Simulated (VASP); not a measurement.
Calculation: PBEsol GGA, VASP's PBE PAW potentials (set 64) (plane waves; VASP).

Input for VASP

### KPOINTS
```
Automatic mesh
0
G
4 4 4
0 0 0
```

### INCAR
```
SYSTEM = AlIn3As4
PREC = Accurate
ENCUT = 400
EDIFF = 1E-7
NELM = 100
ALGO = Normal
LREAL = .FALSE.
LASPH = .TRUE.
ISMEAR = -5
GGA = PS
LMAXMIX = 4
LWAVE = .FALSE.
LCHARG = .TRUE.
LORBIT = 11
NEDOS = 601
ISIF = 2
LEFG = .TRUE.
```

### POSCAR
```
AlIn3As4
1
    5.9817080405     0.0000000000    -0.0000000000
    0.0000000000     5.9817080405     0.0000000000
   -0.0000000000     0.0000000000     5.9817080405
In As Al
3 4 1
Direct
  1.0000000000   1.0000000000   1.0000000000
  0.5000000000   0.5000000000   1.0000000000
  0.5000000000   1.0000000000   0.5000000000
  0.2394528176   0.2605471824   0.2605471824
  0.7605471824   0.7394528176   0.2605471824
  0.7605471824   0.2605471824   0.7394528176
  0.2394528176   0.7394528176   0.7394528176
  1.0000000000   0.5000000000   0.5000000000
```

POTCAR, in this order: In_d As Al (PBE.64 set). Program: vasp_std.

The resulting files:

**OUTCAR**
```
 ion  position               nearest neighbor table
   1  0.000  0.000  0.000-   4 2.63   5 2.63   6 2.63   7 2.63
   2  0.500  0.500  0.000-   4 2.63   5 2.63   6 2.63   7 2.63
   3  0.500  0.000  0.500-   4 2.63   5 2.63   6 2.63   7 2.63
   4  0.239  0.261  0.261-   8 2.48   2 2.63   3 2.63   1 2.63
   5  0.761  0.739  0.261-   8 2.48   2 2.63   3 2.63   1 2.63
   6  0.761  0.261  0.739-   8 2.48   2 2.63   3 2.63   1 2.63
   7  0.239  0.739  0.739-   8 2.48   2 2.63   3 2.63   1 2.63
   8  0.000  0.500  0.500-   4 2.48   5 2.48   6 2.48   7 2.48
  LATTYP: Found a simple cubic cell.
 ALAT       =     5.9817080405
 Subroutine PRICEL returns:
 Original cell was already a primitive cell.
 Subroutine GETGRP returns: Found 24 space group operations
The static configuration has the point symmetry D_2d.
 The point group associated with its full space group is T_d .
The dynamic configuration has the point symmetry D_2d.
 Subroutine INISYM returns: Found 24 space group operations
 Subroutine IBZKPT returns following result:
 Found     10 irreducible k-points:

 Following reciprocal coordinates:
            Coordinates               Weight
  0.000000  0.000000  0.000000      1.000000
  0.250000  0.000000  0.000000      6.000000
  0.500000  0.000000  0.000000      3.000000
  0.250000  0.250000  0.000000     12.000000
  0.500000  0.250000  0.000000     12.000000
  0.500000  0.500000  0.000000      3.000000
  0.250000  0.250000  0.250000      8.000000
  0.500000  0.250000  0.250000     12.000000
  0.500000  0.500000  0.250000      6.000000
  0.500000  0.500000  0.500000      1.000000
   k-points           NKPTS =     10   k-points in BZ     NKDIM =     10   number of bands    NBANDS=     37
   number of dos      NEDOS =    601   number of ions     NIONS =      8
   total plane-waves  NPLWV =  64000
   dimension x,y,z NGX =    40 NGY =   40 NGZ =   40
   dimension x,y,z NGXF=    80 NGYF=   80 NGZF=   80
   ions per type =               3   4   1
   PREC   = accura    normal or accurate (medium, high low for compatibility)
...
```

### OSZICAR
```
       N       E                     dE             d eps       ncg     rms          rms(c)
DAV:   1     0.492745309942E+03    0.49275E+03   -0.23466E+04   740   0.145E+03
DAV:   2     0.273774676473E+02   -0.46537E+03   -0.45429E+03   758   0.381E+02
DAV:   3    -0.336436619075E+02   -0.61021E+02   -0.59556E+02   916   0.160E+02
DAV:   4    -0.365233512778E+02   -0.28797E+01   -0.28652E+01   899   0.351E+01
DAV:   5    -0.366398751252E+02   -0.11652E+00   -0.11643E+00  1135   0.658E+00    0.845E+00
DAV:   6    -0.355809098323E+02    0.10590E+01   -0.21476E+00   995   0.174E+01    0.464E+00
DAV:   7    -0.354636671003E+02    0.11724E+00   -0.10149E+00  1142   0.539E+00    0.132E+00
DAV:   8    -0.354531277304E+02    0.10539E-01   -0.10668E-01  1080   0.325E+00    0.711E-01
DAV:   9    -0.354530844173E+02    0.43313E-04   -0.11357E-02  1153   0.128E+00    0.245E-01
DAV:  10    -0.354532560168E+02   -0.17160E-03   -0.14155E-03  1100   0.395E-01    0.115E-01
DAV:  11    -0.354533782755E+02   -0.12226E-03   -0.37520E-04  1046   0.116E-01    0.655E-02
DAV:  12    -0.354533730382E+02    0.52374E-05   -0.41025E-05  1105   0.481E-02    0.175E-02
DAV:  13    -0.354533749531E+02   -0.19149E-05   -0.56484E-06   857   0.122E-02    0.277E-03
DAV:  14    -0.354533746098E+02    0.34323E-06   -0.11558E-06   872   0.513E-03    0.877E-04
DAV:  15    -0.354533745065E+02    0.10331E-06   -0.13020E-07   575   0.216E-03    0.769E-04
DAV:  16    -0.354533745539E+02   -0.47411E-07   -0.27951E-08   490   0.102E-03
   1 F= -.35453375E+02 E0= -.35453375E+02  d E =0.000000E+00
```

OUTCAR:
```
------------------------ aborting loop because EDIFF is reached ----------------------------------------
  FORCE on cell =-STRESS in cart. coord.  units (eV):
  Direction    XX          YY          ZZ          XY          YZ          ZX
  --------------------------------------------------------------------------------------
  Total       -0.0637853     -0.0637853     -0.0637853      0.0000000     -0.0000000      0.0000000
  in kB       -0.4774804     -0.4774804     -0.4774804      0.0000000     -0.0000000      0.0000000
  external PRESSURE =      -0.4774804 kB  Pullay stress =       0.0000000 kB
  volume of cell :      214.03
      direct lattice vectors                 reciprocal lattice vectors
     5.981708041  0.000000000  0.000000000     0.167176330  0.000000000  0.000000000
     0.000000000  5.981708041  0.000000000     0.000000000  0.167176330  0.000000000
     0.000000000  0.000000000  5.981708041     0.000000000  0.000000000  0.167176330
 POSITION                                       TOTAL-FORCE (eV/Angst)
 -----------------------------------------------------------------------------------
      0.00000      0.00000      0.00000        -0.000000     -0.000000     -0.000000
      2.99085      2.99085      0.00000        -0.000000     -0.000000     -0.000000
      2.99085      0.00000      2.99085        -0.000000     -0.000000     -0.000000
      1.43234      1.55852      1.55852         0.008873     -0.008873     -0.008873
      4.54937      4.42319      1.55852        -0.008873      0.008873     -0.008873
      4.54937      1.55852      4.42319        -0.008873     -0.008873      0.008873
      1.43234      4.42319      4.42319         0.008873      0.008873      0.008873
      0.00000      2.99085      2.99085        -0.000000     -0.000000     -0.000000
 -----------------------------------------------------------------------------------
    total drift:                                0.000000      0.000000     -0.000000
  FREE ENERGIE OF THE ION-ELECTRON SYSTEM (eV)
  ---------------------------------------------------
  free  energy   TOTEN  =       -35.4533745539 eV

  energy  without entropy=      -35.4533745539  energy(sigma->0) =      -35.45337455

 total charge

# of ion       s       p       d       tot
------------------------------------------
    1        0.845   0.730   9.887  11.463
    2        0.845   0.730   9.887  11.463
    3        0.845   0.730   9.887  11.463
    4        1.216   1.580   0.022   2.818
    5        1.216   1.580   0.022   2.818
    6        1.216   1.580   0.022   2.818
    7        1.216   1.580   0.022   2.818
    8        0.404   0.349   0.000   0.753
--------------------------------------------------
tot          7.804   8.861  29.750  46.415

 Electric field gradients after diagonalization (V/A^2)
 (convention: |V_zz| > |V_xx| > |V_yy|)
----------------------------------------------------------------------
 ion       V_xx      V_yy      V_zz     asymmetry (V_yy - V_xx)/ V_zz
----------------------------------------------------------------------
   1     -13.835   -13.835    27.669       0.000
   2     -13.835   -13.835    27.669       0.000
   3     -13.835   -13.835    27.669       0.000
   4      10.649    10.649   -21.297       0.000
   5      10.649    10.649   -21.297       0.000
   6      10.649    10.649   -21.297       0.000
   7      10.649    10.649   -21.297       0.000
   8       0.000     0.000    -0.000       0.225
```
(Selected blocks of OUTCAR.)

The structure was generated: AlIn3As4 was put into an ordered model structure (P-43m), which need not be its known phase. It was relaxed first.
